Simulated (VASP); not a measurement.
Input for VASP

File KPOINTS:
```
Automatic mesh
0
Gamma
4 4 4
0 0 0
```

File POSCAR:
```
WSi2
1
   -3.0329685000     3.0329685000     7.3981755000
    3.0329685000    -3.0329685000     7.3981755000
    3.0329685000     3.0329685000    -7.3981755000
Si W
2 1
Direct
  0.6650000000   0.6650000000   0.0000000000
  0.3350000000   0.3350000000   0.0000000000
  0.0000000000   0.0000000000   0.0000000000
```

**INCAR**
```
SYSTEM = WSi2
PREC = Accurate
ENCUT = 400
EDIFF = 1E-6
NELM = 100
ALGO = Normal
LREAL = .FALSE.
LASPH = .TRUE.
ISMEAR = 1
SIGMA = 0.1
GGA = PE
LMAXMIX = 6
LWAVE = .FALSE.
LCHARG = .FALSE.
ISIF = 2
```

POTCAR, in this order: Si W_sv (PBE.64 set). Program: vasp_std.

Q: What happens when VASP runs on this input?

A: There is a fault: the lattice was typed in bohr, and VASP reads ångström. The run ends without an error. Against the sound run, the energy per atom (σ→0) goes up by 6.763 eV/atom; the pressure falls by 7.12 GPa; the largest force rises by 0.028 eV/Å; the volume increases by 570 %.

File standard output:
```
 POSCAR found type information on POSCAR SiW
 POSCAR found :  2 types and       3 ions
 Reading from existing POTCAR
 Reading from existing POTCAR
 LDA part: xc-table for (Slater+PW92), standard interpolation
 POSCAR, INCAR and KPOINTS ok, starting setup
 WAVECAR not read
 entering main loop
       N       E                     dE             d eps       ncg     rms          rms(c)
DAV:   1     0.603211649282E+02    0.60321E+02   -0.82013E+03   494   0.941E+02
DAV:   2    -0.396878609527E+01   -0.64290E+02   -0.63907E+02   481   0.192E+02
DAV:   3    -0.709070348630E+01   -0.31219E+01   -0.30757E+01   544   0.342E+01
DAV:   4    -0.718840705961E+01   -0.97704E-01   -0.97226E-01   570   0.601E+00
DAV:   5    -0.721395309929E+01   -0.25546E-01   -0.25287E-01   670   0.115E+00    0.124E+01
DAV:   6    -0.344950948353E+02   -0.27281E+02   -0.46885E+02   617   0.331E+01    0.223E+01
DAV:   7    -0.104503494673E+02    0.24045E+02   -0.36918E+01   516   0.300E+01    0.134E+01
DAV:   8    -0.635452350410E+01    0.40958E+01   -0.38415E+00   613   0.762E+00    0.107E+01
DAV:   9    -0.590114566063E+01    0.45338E+00   -0.76631E-01   667   0.222E+00    0.986E+00
DAV:  10    -0.579890582907E+01    0.10224E+00   -0.54318E-02   643   0.637E-01    0.960E+00
DAV:  11    -0.513858634535E+01    0.66032E+00   -0.41403E-01   690   0.761E-01    0.753E+00
DAV:  12    -0.489722929584E+01    0.24136E+00   -0.13806E-01   512   0.149E+00    0.690E+00
DAV:  13    -0.618242888070E+01   -0.12852E+01   -0.31066E+01   725   0.379E+00    0.112E+01
DAV:  14    -0.456598133325E+01    0.16164E+01   -0.16914E+01   662   0.455E+00    0.417E+00
DAV:  15    -0.453138466600E+01    0.34597E-01   -0.31146E+00   592   0.318E+00    0.234E+00
DAV:  16    -0.452832953057E+01    0.30551E-02   -0.50091E-01   597   0.108E+00    0.111E+00
DAV:  17    -0.452580344611E+01    0.25261E-02   -0.34488E-02   529   0.477E-01    0.765E-01
DAV:  18    -0.452940794329E+01   -0.36045E-02   -0.49356E-02   693   0.405E-01    0.501E-01
DAV:  19    -0.453326378864E+01   -0.38558E-02   -0.18081E-02   697   0.227E-01    0.919E-01
DAV:  20    -0.452471265596E+01    0.85511E-02   -0.93735E-02   702   0.361E-01    0.504E-01
DAV:  21    -0.452419182575E+01    0.52083E-03   -0.33760E-02   632   0.281E-01    0.398E-01
DAV:  22    -0.452356295853E+01    0.62887E-03   -0.24872E-02   678   0.199E-01    0.335E-01
DAV:  23    -0.452361081141E+01   -0.47853E-04   -0.10900E-03   506   0.151E-01    0.326E-01
DAV:  24    -0.452300804598E+01    0.60277E-03   -0.14932E-03   615   0.624E-02    0.152E-01
DAV:  25    -0.452320533036E+01   -0.19728E-03   -0.25214E-04   565   0.345E-02    0.212E-01
DAV:  26    -0.452300706115E+01    0.19827E-03   -0.57733E-03   733   0.608E-02    0.136E-01
DAV:  27    -0.452288876022E+01    0.11830E-03   -0.58644E-04   672   0.407E-02    0.290E-02
DAV:  28    -0.452288870603E+01    0.54197E-07   -0.26932E-05   543   0.171E-02    0.224E-02
DAV:  29    -0.452288926530E+01   -0.55927E-06   -0.55025E-06   405   0.736E-03
   1 F= -.45228893E+01 E0= -.45140330E+01  d E =-.265688E-01
```

File OUTCAR:
```
------------------------ aborting loop because EDIFF is reached ----------------------------------------
  FORCE on cell =-STRESS in cart. coord.  units (eV):
  Direction    XX          YY          ZZ          XY          YZ          ZX
  --------------------------------------------------------------------------------------
  Total       -5.0200622     -5.0200622     -6.2204992      0.0000000      0.0000000      0.0000000
  in kB      -29.5460387    -29.5460387    -36.6113210      0.0000000      0.0000000      0.0000000
  external PRESSURE =     -31.9011328 kB  Pullay stress =       0.0000000 kB
  volume of cell :      272.22
      direct lattice vectors                 reciprocal lattice vectors
    -3.032968500  3.032968500  7.398175500     0.000000000  0.164854993  0.067584231
     3.032968500 -3.032968500  7.398175500     0.164854993  0.000000000  0.067584231
     3.032968500  3.032968500 -7.398175500     0.164854993  0.164854993  0.000000000
 POSITION                                       TOTAL-FORCE (eV/Angst)
 -----------------------------------------------------------------------------------
      0.00000      0.00000      9.83957        -0.000000     -0.000000     -0.110338
      0.00000      0.00000      4.95678        -0.000000     -0.000000      0.110338
      0.00000      0.00000      0.00000         0.000000      0.000000     -0.000000
 -----------------------------------------------------------------------------------
    total drift:                               -0.000000     -0.000000      0.000000
  FREE ENERGIE OF THE ION-ELECTRON SYSTEM (eV)
  ---------------------------------------------------
  free  energy   TOTEN  =        -4.5228892653 eV

  energy  without entropy=       -4.4963204841  energy(sigma->0) =       -4.51403300
```
(Selected blocks of OUTCAR.)

To mend it, correct POSCAR, correct KPOINTS.
POSCAR:
```
WSi2
1
   -1.6050000000     1.6050000000     3.9150000000
    1.6050000000    -1.6050000000     3.9150000000
    1.6050000000     1.6050000000    -3.9150000000
Si W
2 1
Direct
  0.6650000000   0.6650000000   0.0000000000
  0.3350000000   0.3350000000   0.0000000000
  0.0000000000   0.0000000000   0.0000000000
```
**KPOINTS**
```
Automatic mesh
0
Gamma
10 10 10
0 0 0
```
The mended run (PBE GGA, plane waves, VASP's PBE PAW potentials (set 64)) converges, and its OSZICAR ends with
```
   1 F= -.24801803E+02 E0= -.24801686E+02  d E =-.351854E-03
```

The compound is WSi2 in the MoSi2 type structure. The cell was not relaxed at this level.
